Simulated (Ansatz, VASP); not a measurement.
# Ti (Titanium): VASP beside Ansatz

One calculation is typed for both programs; each brings its own data sets. How far apart do they land? The structure shown comes from an earlier Ansatz run, which isn't shown and may have moved the atoms alone.

Main program and level: Ansatz 0.2.0; plane waves, with VASP 6.6.1 beside it; elastic constants at PBEsol.

### 1. The starting structure

Symmetry: P6_3/mmc, No. 194, hexagonal system. Conventional cell: a = 2.950 Å, b = 2.950 Å, c = 4.680 Å, α = 90.00°, β = 90.00°, γ = 120.00°. Nearest to Ti lie 12 Ti at 2.89 to 2.95 Å.

### 2. Ansatz: elastic constants, PBEsol

Ansatz runs on its default PAW (the set named soft_2) files.

Elastic constants are differences of stresses under small strains, so they test the stress and the mesh.

input.yaml

```yaml
crystal:
  lattice:
    - [2.95, 0.0, 0.0]
    - [-1.475, 2.5547749412, 0.0]
    - [0.0, 0.0, 4.68]
  atoms:
    - { symbol: Ti, position: [0.3333333333, 0.6666666667, 0.25] }
    - { symbol: Ti, position: [0.6666666667, 0.3333333333, 0.75] }
kpoints:
  mp_grid: { grid: [21, 21, 12] }
hamiltonian:
  xc: pbesol
scf:
  occupations: { method: fermi_dirac, width: 0.15 }
output:
  forces: true
  stress: true
  eigenvalues: true
elastic:
  mode: relaxed_ion
  amplitude: 0.01
```

Started as:

```
$ ansatz run input.yaml --threads 8 --pin off --max-ram 14336MiB --backend cpu --events-out ev --progress --plain --runs-dir out
```

Numbers of over 12 decimals in the logs are rounded to 6 here.

The log of the run:

```text
band count auto-derived: 18 (N_el = 24.0; filled up to band 12; 16 by the electrons, moments and atoms)
Engine: ansatz 0.2.0, x86_64-unknown-linux-gnu
Pseudopotentials: kind: paw
Pseudopotential: Ti, paw, valence charge 12, recommended cutoff 420 eV (normal), Ti.paw.azcp
Functional definition: PBEsol
  exchange = pbesol_x
  correlation = pbesol_c
Crystal: 2 atoms, lattice volume = 35.271 Å³
Basis set: ecut = 420 eV, 687 PW (Γ), exchange–correlation on 48×48×64 points (8 copies of the dense FFT grid, shifted against one another)
Bands: 18, of which v1, the nominal top of the filled ones, is band 12 counted from 1 (11 counted from 0)
Symmetry: 24 space group operations
Space group: P63/mmc (ITA 194), of the structure as read, at distance tolerance 3.3e-5 Å
k-points: 336 of 5292
Non-local potential: Ti, projectors of the file, l = 0: 3, l = 1: 2, l = 2: 3, l = 3: 1
PAW form: soft (Blöchl's): semilocal exchange-correlation on the pseudo side does not see the compensation charge
PAW frozen core: Ti, regenerated for the run's functional, and the local potential with it (the file was generated under x = pbe(κ = 0.804, μ = 0.219515), c = pbe(β = 0.066725))
PAW one-centre angular grid: Ti, 590 points (default); XC on 64 Gauss nodes
Initial density: superposition of atomic densities (neutral atoms: chi_scale 0, normalization atom), corrected by the library's trained network
Initial wavefunctions: pseudopotential atomic-orbital guess
Functional: x = pbesol(κ = 0.804, μ = 0.123457), c = pbesol(β = 0.046)
SCF iter   1: F=—  HF=-4947.851640 eV  |F-HF|=—  |Δ(HF+E_count)|=         —  Δρ=6.78e-3  dr2=1.25e-2  ethr=1.77e-3  ⟨swp⟩=4.1  Hψ=24714  notcnv=0
preconditioner: auto → none  [metal: Δε(μ)=0.004 eV  Ē_g=3.436 eV  σ=0.150 eV  W_gap=0.01  n_scr=8 (ndim 8)  ℏωp=17.7 eV  f_vac=0.000  D(μ)=2.44/eV (n_scr^D=22)  sad-step TF]
SCF iter   2: F=—  HF=-4947.848069 eV  |F-HF|=—  |Δ(HF+E_count)|=   3.57e-3  Δρ=3.00e-3  dr2=2.56e-3  ethr=5.21e-5  ⟨swp⟩=1.1  Hψ=8805  notcnv=0
SCF iter   3: F=—  HF=-4947.847430 eV  |F-HF|=—  |Δ(HF+E_count)|=   6.39e-4  Δρ=2.57e-4  dr2=8.78e-6  ethr=1.07e-5  ⟨swp⟩=2.9  Hψ=11348  notcnv=0
SCF iter   4: F=—  HF=-4947.847428 eV  |F-HF|=—  |Δ(HF+E_count)|=   1.50e-6  Δρ=3.29e-5  dr2=1.29e-7  ethr=3.66e-8  ⟨swp⟩=2.6  Hψ=11366  notcnv=0
SCF iter   5: F=—  HF=-4947.847429 eV  |F-HF|=—  |Δ(HF+E_count)|=   4.41e-7  Δρ=3.64e-6  dr2=3.58e-9  ethr=5.37e-10  ⟨swp⟩=2.1  Hψ=7516  notcnv=0
SCF iter   6: F=—  HF=-4947.847429 eV  |F-HF|=—  |Δ(HF+E_count)|=   1.00e-9  Δρ=8.88e-7  dr2=1.71e-10  ethr=1.49e-11  ⟨swp⟩=2.5  Hψ=11029  notcnv=0
SCF iter   7: F=—  HF=-4947.847429 eV  |F-HF|=—  |Δ(HF+E_count)|=  7.55e-11  Δρ=9.51e-8  dr2=1.76e-12  ethr=7.12e-13 (applied; sched 1.00e-12)  ⟨swp⟩=2.8  Hψ=10628  notcnv=0
SCF iter   8: F=-4947.847429 eV  HF=-4947.847429 eV  |F-HF|=1.82e-12  |Δ(HF+E_count)|=    0.00e0  Δρ=5.96e-9  dr2=5.42e-15  ethr=1.00e-12  ⟨swp⟩=4.0  Hψ=17769  notcnv=0
SCF 1 converged in 8 iterations: F = -4947.847429 eV  dr2 = 5.42e-15
  greatest PAW one-centre occupation: 0.999 electrons in one spin orbital (limit 2), on the Ti atom at site 1 (counted from 0), in its partial waves of l = 0
Crystal: 2 atoms, lattice volume = 34.566 Å³
Basis set: ecut = 420 eV, 679 PW (Γ), exchange–correlation on 48×48×64 points (8 copies of the dense FFT grid, shifted against one another)
Symmetry: 8 space group operations
k-points: 847 of 5292
Initial density: handed on by an earlier stage of this run
Initial wavefunctions: pseudopotential atomic-orbital guess (no wavefunctions were taken with the density)
iter 1 solved again at ethr=2.12e-3 eV; its pass at ethr=3.10e-3 eV (dr2=5.09e-1 eV) is discarded
SCF iter   1: F=—  HF=-4948.046972 eV  |F-HF|=—  |Δ(HF+E_count)|=         —  Δρ=4.88e-2  dr2=5.09e-1  ethr=2.12e-3  ⟨swp⟩=1.0  Hψ=83841  notcnv=0
preconditioner: auto → none  [metal: Δε(μ)=0.001 eV  Ē_g=3.683 eV  σ=0.150 eV  W_gap=0.00  n_scr=8 (ndim 8)  ℏωp=17.9 eV  f_vac=0.000  D(μ)=2.16/eV (n_scr^D=22)]
[...]
SCF 36 converged in 10 iterations: F = -4947.846071 eV  dr2 = 6.34e-21
relax step   3: F+E_penalty+E_count = -4947.84607072 eV  Δ(F+E_penalty+E_count) = -3.804e-9 eV  max|allowed force component| = 3.487e-7 eV/Å  Δτ_max = 0.0000 Å  (10 SCF iters, accepted)
[...]
SCF iter   7: F=—  HF=-4947.846071 eV  |F-HF|=—  |Δ(HF+E_count)|=  9.09e-13  Δρ=4.27e-8  dr2=2.23e-13  ethr=3.54e-15 (applied; sched 1.00e-12)  ⟨swp⟩=1.0  Hψ=25146  notcnv=0
iter 8 did not close the SCF: its close was put off for the readings that it lacked (scf_convergence_deferred on its scf_iter line)
SCF iter   8: F=-4947.846071 eV  HF=-4947.846071 eV  |F-HF|=1.82e-12  |Δ(HF+E_count)|=  1.82e-12  Δρ=1.61e-8  dr2=3.13e-14  ethr=9.29e-16 (applied; sched 1.00e-12)  ⟨swp⟩=1.1  Hψ=25256  notcnv=0
iter 9 did not close the SCF: its close was put off for the readings that it lacked (scf_convergence_deferred on its scf_iter line)
SCF iter   9: F=-4947.846071 eV  HF=-4947.846071 eV  |F-HF|=1.82e-12  |Δ(HF+E_count)|=  9.09e-13  Δρ=4.69e-9  dr2=2.60e-15  ethr=4.17e-16 (applied; sched 1.00e-12)  ⟨swp⟩=1.0  Hψ=25146  notcnv=0
iter 10 did not close the SCF: its close was put off for the readings that it lacked (scf_convergence_deferred on its scf_iter line)
SCF iter  10: F=-4947.846071 eV  HF=-4947.846071 eV  |F-HF|=1.82e-12  |Δ(HF+E_count)|=  2.73e-12  Δρ=3.93e-11  dr2=1.48e-19  ethr=4.17e-16 (applied; sched 1.00e-12)  ⟨swp⟩=1.0  Hψ=25146  notcnv=0
iter 11 did not close the SCF: its close was put off for the readings that it lacked (scf_convergence_deferred on its scf_iter line)
SCF iter  11: F=-4947.846071 eV  HF=-4947.846071 eV  |F-HF|=2.73e-12  |Δ(HF+E_count)|=  3.64e-12  Δρ=8.86e-12  dr2=3.30e-20  ethr=4.17e-16 (applied; sched 1.00e-12)  ⟨swp⟩=1.0  Hψ=25146  notcnv=0
SCF iter  12: F=-4947.846071 eV  HF=-4947.846071 eV  |F-HF|=0.00e0  |Δ(HF+E_count)|=  1.82e-12  Δρ=4.63e-12  dr2=1.43e-20  ethr=1.00e-12  ⟨swp⟩=1.0  Hψ=55880  notcnv=0
SCF 37 converged in 12 iterations: F = -4947.846071 eV  dr2 = 1.43e-20
SCF converged after 8 iterations
Free energy (F): -4947.847429 eV
Harris-Foulkes:  -4947.847429 eV  (|F-HF|=1.82e-12)
Internal energy: -4947.652287 eV  (E = F + TS)
E sigma→0 (E₀):  -4947.749858 eV
Entropy (-TS):   -0.195142 eV (-97.571 meV/atom)
Fermi energy:    12.974805 eV
--- Per-component energies (eV) ---
  E_band       = -321.103872
  E_kinetic    = 543.416237
  E_local      = -1643.603774  (includes V_loc(G=0)·N_el)
  E_nonlocal   = 18.720324
  E_hartree    = 671.666637
  E_xc         = -192.887375
  E_vxc        = -242.320964  (∫ρ·V_xc dr)
  E_paw        = -2044.764469  (= ΣΔE_a)
  E_vpaw       = -340.649197  (= ΣTr[D̂ρ^β])
  E_aug_tail   = 0.000231  (compensation charges beyond the density's cutoff)
  E_ewald      = -2300.478866
  E_core_change = 0.278769  (= ΣΔE_core)
  E_smearing   = -0.195142  (= −TS)
  E_closure    = 0.000000  (closes the sum)
  Σ components = -4947.847429   (vs F -4947.847429, Δ=0.00e0)
--- Forces (eV/Å), atoms counted from 1 ---
  atom   1  Ti     0.00000000    -0.00000000    -0.00000000
  atom   2  Ti     0.00000000     0.00000000     0.00000000
  max |Σ_I F_I| component: 1.11e-16 eV/Å
--- Stress (GPa, compression-positive) ---
       -5.253553       0.000000       0.000000
        0.000000      -5.253553      -0.000000
        0.000000      -0.000000      -5.399815
  P = ⅓ Tr σ = -5.3023 GPa (-53.023 kbar)
--- Band table (eV; the first three rows and the last of 336) ---
  k-point 0: bands = [... 8 lower, 6.8576, 10.3665, 13.7383, 13.7908, 13.7908, 13.9099, 14.2793, 14.2793, ... 2 higher]
  k-point 1: bands = [... 8 lower, 6.9157, 10.3357, 13.6374, 13.7609, 13.7609, 13.8776, 14.2474, 14.2474, ... 2 higher]
  k-point 2: bands = [... 8 lower, 7.0875, 10.2279, 13.3983, 13.6991, 13.6991, 13.7843, 14.1606, 14.1606, ... 2 higher]
  k-point 335: bands = [... 8 lower, 11.7979, 11.7979, 11.9626, 11.9626, 12.7975, 12.7975, 14.6780, 14.6780, ... 2 higher]
--- Elastic constants: 3 strain directions × 4 members + reference (group order 24) ---
  dense FFT box of the reference and of every strained cell: 24×24×32
  strains applied: 11, 33, 23; error gains: componentwise 1.00 (the most a stress slope's error grows in a printed constant), spectral 1.41 (1 for all six strains in a standard setting)
  C = ∂σ_k/∂η_j (tension-positive GPa; Voigt order 11 22 33 23 13 12):
       134.919     90.731     65.467     -0.000      0.000      0.000
        90.731    134.919     65.467     -0.000      0.000      0.000
        65.322     65.322    165.001     -0.000      0.000     -0.000
         0.000     -0.000      0.000     33.574     -0.000     -0.000
         0.000     -0.000      0.000     -0.000     33.574     -0.000
        -0.000      0.000      0.000     -0.000      0.000     22.094
  reference stress σ⁰ (GPa):      5.254      5.254      5.400      0.000     -0.000     -0.000
  C* (energy form; C + prestress term) asymmetry max|C*_kj − C*_jk| = 1.234e-3 GPa — a small one proves nothing (zero by symmetry where the batch's group is 432, −43m or m−3m); a large one is finite-difference/SCF noise where every solve meets its electron count
  moduli (Voigt/Reuss/Hill, GPa): K = 97.54/97.53/97.53   G = 32.07/29.33/30.70   E = 83.35   ν = 0.358
  mechanically stable: yes (min eigenvalue of sym C = 22.09 GPa)
  harmonic check of the ions' relaxations: strain 23: 1 pair too noisy to judge
  the stresses are not corrected for the forces that the relaxations left standing (`elastic.f_tol`)
  strain η (Voigt 11):  stress-route row diagonal C_11 = 134.92 GPa, energy-path curvature d²(F+E_count+ΔE)/dδ²/Ω₀ = 134.94 GPa
    cells at ±δ against ±2δ: C31 65.44 and 65.79 GPa, apart by 0.26 % of the column's largest entry
         δ    σ_11 (GPa)             F (eV)   n_scf  n_hpsi   n_pw
    -2.000e-2       2.3598       -4947.8643346      12  285002    695   relax 4 steps, max|allowed force component| 1.63e-6 eV/Å
    -1.000e-2       3.8552       -4947.8574744      12  285347    701   relax 3 steps, max|allowed force component| 1.51e-6 eV/Å
     1.000e-2       6.5538       -4947.8344120      12  285303    720   relax 3 steps, max|allowed force component| 2.15e-5 eV/Å
     2.000e-2       7.7585       -4947.8186387      12  285728    724   relax 4 steps, max|allowed force component| 2.90e-6 eV/Å
  strain η (Voigt 33):  stress-route row diagonal C_33 = 165.00 GPa, energy-path curvature d²(F+E_count+ΔE)/dδ²/Ω₀ = 165.01 GPa
    cells at ±δ against ±2δ: C13 65.53 and 65.71 GPa, apart by 0.11 % of the column's largest entry
         δ    σ_33 (GPa)             F (eV)   n_scf  n_hpsi   n_pw
    -2.000e-2       1.9250       -4947.8636848       7   97977    699   relax 0 steps, max|allowed force component| 2.59e-16 eV/Å
    -1.000e-2       3.7060       -4947.8574690       5   98901    701   relax 0 steps, max|allowed force component| 4.35e-16 eV/Å
     1.000e-2       7.0061       -4947.8337557       5  100879    720   relax 0 steps, max|allowed force component| 4.81e-16 eV/Å
     2.000e-2       8.5256       -4947.8166417       7   92058    732   relax 0 steps, max|allowed force component| 1.94e-16 eV/Å
  strain η (Voigt 23):  stress-route row diagonal C_44 = 33.57 GPa, energy-path curvature d²(F+E_count+ΔE)/dδ²/Ω₀ = 30.92 GPa
    cells at ±δ against ±2δ: C44 33.54 and 33.42 GPa, apart by 0.34 % of the column's largest entry
         δ    σ_23 (GPa)             F (eV)   n_scf  n_hpsi   n_pw
    -2.000e-2      -0.6684       -4947.8460707      12  473241    709   relax 3 steps, max|allowed force component| 3.47e-7 eV/Å
    -1.000e-2      -0.3354       -4947.8470885      13  498133    708   relax 2 steps, max|allowed force component| 1.85e-5 eV/Å
     1.000e-2       0.3354       -4947.8470885      12  473090    708   relax 2 steps, max|allowed force component| 2.06e-5 eV/Å
     2.000e-2       0.6684       -4947.8460707      12  473112    709   relax 3 steps, max|allowed force component| 3.49e-7 eV/Å
```

In the SCF lines HF is the Harris–Foulkes energy and dr2 the Hartree energy of the density residual, in eV; the loop may stop once dr2 is under the threshold and the program's other checks hold. Hψ counts applications of the Hamiltonian.

[end of part 1 of 2]

[Lines on the potential files, build, host, timing and source positions are cut from VASP's logs without a mark.]

[Logs are printed without paths, hosts, clocks, repeated set-up lines and the standing remarks that a program may print on its own settings, such as how far it seeks lower states.]

[Hosts, paths, dates, database ids (printed as entryN), source tags and the programs' standing remarks are cut or masked in the printed files.]
